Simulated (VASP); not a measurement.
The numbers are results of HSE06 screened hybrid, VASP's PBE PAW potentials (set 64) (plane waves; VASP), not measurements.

The input files of a VASP run:

KPOINTS:
```
Automatic mesh
0
Gamma
1 1 1
0 0 0
```

INCAR:
```
SYSTEM = CSi63
PREC = Normal
ENCUT = 400
EDIFF = 1E-5
NELM = 50
ALGO = Normal
LREAL = Auto
LASPH = .TRUE.
ISMEAR = 0
SIGMA = 0.05
GGA = PE
LWAVE = .FALSE.
LCHARG = .FALSE.
NELMIN = 4
ISYM = 0
HFSCREEN = 0.2
AEXX = 0.25
LHFCALC = .TRUE.
PRECFOCK = Fast
ISIF = 0
```

File POSCAR:
```
CSi63
10.9370750
  0.9999999726   0.0000000000   0.0000000000
  0.0000000000   0.9999999726   0.0000000000
  0.0000000000   0.0000000000   0.9999999726
Si C
63 1
Cart
  0.4999805781   0.9997802920   0.9997437929
  0.6246894907   0.1274267955   0.1275223788
  0.7497576876   0.2500613078   0.0003022921
  0.8722266209   0.3751519656   0.1275955113
  0.7496802993   0.0001669028   0.2501312167
  0.8720231734   0.1275592908   0.3752294198
  0.9999930259   0.0000127003   0.9999959684
  0.1249189075   0.1248419454   0.1249235101
  0.2501002596   0.2499935828   0.9994293779
  0.3747163966   0.3746667229   0.1250551797
  0.4999419370   0.4999600818   0.9998176904
  0.6251115808   0.6250130438   0.1253578805
  0.7498395600   0.7497363493   0.9997028245
  0.8750948559   0.8750492887   0.1248848216
  0.2500269192   0.9992983481   0.2500264508
  0.3746963538   0.1249123733   0.3746670791
  0.4990838204   0.2553704800   0.2554740081
  0.6072112086   0.3920937399   0.3922936927
  0.7440951104   0.5003650308   0.2556566452
  0.8744780865   0.6249593827   0.3746553491
  0.4999716514   0.9997786752   0.4999712311
  0.6252148385   0.1250082852   0.6251642530
  0.7440726509   0.2555877081   0.5006647376
  0.8746228835   0.3746541774   0.6250339281
  0.7499428550   0.9994149735   0.7498643999
  0.8750859981   0.1248447390   0.8750568444
  0.9998358182   0.4999443812   0.9997001869
  0.1275010703   0.6246347356   0.1273702107
  0.2501471244   0.7496333930   0.0001266713
  0.3752041993   0.8720749588   0.1274655386
  0.9994482113   0.2499939957   0.2501190437
  0.1251175376   0.3746320584   0.3747669956
  0.2553763364   0.4990471756   0.2553743300
  0.3921488630   0.6071672592   0.3921897060
  0.5004864329   0.7440718784   0.2556167248
  0.6250349177   0.8743482237   0.3747859636
  0.9997674462   0.9998895465   0.4999569217
  0.1276769743   0.1274409428   0.6246618975
  0.2556292849   0.2554035218   0.4990807966
  0.3925286842   0.3920612168   0.6071440795
  0.6074641983   0.6071419515   0.6071871584
  0.7442944649   0.7441074268   0.4992412317
  0.8723806024   0.8720608856   0.6247298457
  0.2502064483   0.0001211936   0.7497104936
  0.3752599237   0.1275147863   0.8720785866
  0.5007478471   0.2555106334   0.7441168981
  0.6251292745   0.3747171230   0.8745523947
  0.7442670480   0.4991501100   0.7441307568
  0.8721855225   0.6247140745   0.8721747640
  0.0002382442   0.7496577311   0.2500493828
  0.1274486526   0.8721195713   0.3752300369
  0.9999250193   0.4999397937   0.4999504741
  0.1254407116   0.6249329873   0.6252131628
  0.2555513901   0.7441033340   0.5005684898
  0.3748612749   0.8742829107   0.6250707186
  0.0003483144   0.2499959556   0.7496924454
  0.1276580040   0.3751235179   0.8721037296
  0.2558446835   0.5002587237   0.7440355039
  0.3748106044   0.6249658983   0.8742947017
  0.4994747851   0.7439915496   0.7440750365
  0.6247870672   0.8720354554   0.8722192516
  0.9997426453   0.7496960723   0.7498518339
  0.1248994744   0.8750462206   0.8750846878
  0.4998092166   0.4997817188   0.4996729322
```

POTCAR, in this order: Si C (PBE.64 set). Program: vasp_gam. Read from the step before: WAVECAR.

The run wrote:

### OSZICAR
```
       N       E                     dE             d eps       ncg     rms          rms(c)
DAV:   1    -0.399349797093E+03   -0.39935E+03   -0.12825E+01   322   0.806E+00    0.192E+01
DAV:   2    -0.399449439727E+03   -0.99643E-01   -0.31272E-01   355   0.120E+00    0.125E+01
DAV:   3    -0.399436251561E+03    0.13188E-01   -0.12391E-02   339   0.209E-01    0.744E+00
DAV:   4    -0.399429898126E+03    0.63534E-02   -0.17164E-03   347   0.874E-02    0.430E+00
DAV:   5    -0.399427673964E+03    0.22242E-02   -0.73976E-04   355   0.550E-02    0.245E+00
DAV:   6    -0.399426915742E+03    0.75822E-03   -0.25084E-04   339   0.322E-02    0.139E+00
DAV:   7    -0.399426670856E+03    0.24489E-03   -0.75602E-05   339   0.183E-02    0.794E-01
DAV:   8    -0.399426591307E+03    0.79549E-04   -0.36353E-05   291   0.125E-02    0.449E-01
DAV:   9    -0.399426569543E+03    0.21764E-04   -0.10672E-05   195   0.711E-03    0.257E-01
DAV:  10    -0.399426565013E+03    0.45303E-05   -0.45039E-06   179   0.473E-03
   1 F= -.39942657E+03 E0= -.39942657E+03  d E =-.968371E-12
```

### OUTCAR
```
------------------------ aborting loop because EDIFF is reached ----------------------------------------
  volume of cell :     1308.29
      direct lattice vectors                 reciprocal lattice vectors
    10.937074700  0.000000000  0.000000000     0.091432127  0.000000000  0.000000000
     0.000000000 10.937074700  0.000000000     0.000000000  0.091432127  0.000000000
     0.000000000  0.000000000 10.937074700     0.000000000  0.000000000  0.091432127
 POSITION                                       TOTAL-FORCE (eV/Angst)
 -----------------------------------------------------------------------------------
      5.46833     10.93467     10.93427        -0.001894     -0.002723     -0.000076
      6.83228      1.39368      1.39472         0.001353      0.001828      0.004240
      8.20016      2.73494      0.00331         0.005648     -0.005645      0.000126
      9.53961      4.10307      1.39552         0.000482     -0.007035     -0.001892
      8.19931      0.00183      2.73570         0.004991     -0.001040     -0.003676
      9.53738      1.39513      4.10391         0.001525      0.001213     -0.008759
     10.93700      0.00014     10.93703         0.001744     -0.005879     -0.000096
      1.36625      1.36541      1.36630        -0.004012     -0.000096     -0.004120
      2.73537      2.73420     10.93083        -0.002862     -0.004554      0.001214
      4.09830      4.09776      1.36774         0.009556      0.008723      0.009470
      5.46790      5.46810     10.93508        -0.000333     -0.006114     -0.003166
      6.83689      6.83581      1.37105        -0.009026     -0.005728     -0.011402
      8.20105      8.19992     10.93382         0.000813      0.000738     -0.004758
      9.57098      9.57048      1.36587        -0.002759      0.001473     -0.000747
      2.73456     10.92940      2.73456        -0.001742      0.000801     -0.001651
      4.09808      1.36618      4.09776         0.009376      0.011496      0.006568
      5.45852      2.79301      2.79414        -0.025538     -0.005439     -0.005611
      6.64111      4.28836      4.29055        -0.000659      0.021183      0.009774
      8.13822      5.47253      2.79614         0.005879      0.028902     -0.005788
      9.56423      6.83523      4.09763         0.004626     -0.003664      0.006435
      5.46823     10.93465      5.46822        -0.003147     -0.015000     -0.003074
      6.83802      1.36722      6.83747        -0.009300      0.008722     -0.008138
      8.13798      2.79538      5.47581         0.009821     -0.012038      0.023332
      9.56582      4.09762      6.83604        -0.006263      0.003874     -0.002130
      8.20218     10.93068      8.20132         0.000332     -0.002815      0.000329
      9.57088      1.36544      9.57056        -0.000888      0.000802     -0.000434
     10.93528      5.46793     10.93380         0.000408     -0.010860      0.000903
      1.39449      6.83168      1.39306         0.005783      0.005689      0.006015
      2.73588      8.19880      0.00139        -0.002870      0.004633      0.002541
      4.10364      9.53795      1.39410        -0.005599     -0.002155      0.003125
     10.93104      2.73420      2.73557         0.001823     -0.003033     -0.002528
      1.36842      4.09738      4.09885         0.010668      0.008590      0.002008
      2.79307      5.45812      2.79305         0.000145     -0.027770      0.000098
      4.28896      6.64063      4.28941         0.017144      0.006491      0.015894
      5.47386      8.13797      2.79570         0.029721      0.002405     -0.005363
      6.83605      9.56281      4.09906         0.000774      0.004753     -0.000974
     10.93453     10.93587      5.46807         0.001775     -0.004020     -0.003374
      1.39641      1.39383      6.83197         0.001740      0.001612      0.002346
      2.79584      2.79337      5.45848        -0.007526     -0.009422     -0.024735
      4.29312      4.28800      6.64038         0.006411      0.020649     -0.000789
      6.64388      6.64036      6.64085        -0.011337      0.001908     -0.002055
      8.14040      8.13836      5.46024         0.002551     -0.000088     -0.025085
      9.54129      9.53780      6.83272        -0.007019     -0.002593      0.006568
      2.73653      0.00133      8.19964        -0.005743      0.001155      0.002169
      4.10425      1.39464      9.53799        -0.009554      0.002915     -0.000157
      5.47672      2.79454      8.13846         0.024549     -0.010521      0.007596
      6.83709      4.09831      9.56505        -0.004554      0.001163     -0.007020
      8.14010      5.45924      8.13861         0.004319     -0.025525      0.004390
      9.53916      6.83254      9.53904        -0.002697      0.006525     -0.003109
      0.00261      8.19906      2.73481         0.003878      0.003095     -0.004204
      1.39392      9.53844      4.10392         0.004670     -0.003873     -0.008772
     10.93625      5.46788      5.46800        -0.001209     -0.002974     -0.002905
      1.37195      6.83494      6.83800        -0.010720     -0.005102     -0.010821
      2.79498      8.13831      5.47476         0.000843     -0.001345      0.025225
      4.09989      9.56210      6.83645        -0.002863      0.009175     -0.003393
      0.00381      2.73422      8.19944         0.001652     -0.002633      0.005620
      1.39621      4.10275      9.53826        -0.002079     -0.009140      0.002165
      2.79819      5.47137      8.13757        -0.007628      0.030572      0.003714
      4.09933      6.83530      9.56223         0.001030      0.000437      0.008999
      5.46279      8.13709      8.13800        -0.029620      0.003458      0.005809
      6.83334      9.53752      9.53953         0.005852     -0.000152     -0.000706
     10.93426      8.19948      8.20119        -0.004313      0.003088      0.000521
      1.36603      9.57045      9.57087        -0.001111      0.001263     -0.000859
      5.46645      5.46615      5.46496         0.002977     -0.010355      0.005174
 -----------------------------------------------------------------------------------
    total drift:                               -0.002947     -0.002588     -0.012375
  FREE ENERGIE OF THE ION-ELECTRON SYSTEM (eV)
  ---------------------------------------------------
  free  energy   TOTEN  =      -399.4265650130 eV

  energy  without entropy=     -399.4265650130  energy(sigma->0) =     -399.42656501

  exchange ACFDT corr.  =         0.00000000  see jH, gK, PRB 81, 115126
```
(Selected blocks of OUTCAR.)

The supercell is sampled at Γ alone, which is coarse: total energies, pressure and levels can be off, energies of defects by several tenths of an eV.

The cell is a supercell with a defect, built from Si (diamond): C_Si. The cell's shape comes from a PBE relaxation. The run is not spin-polarised, so no state with unpaired spins was tried.
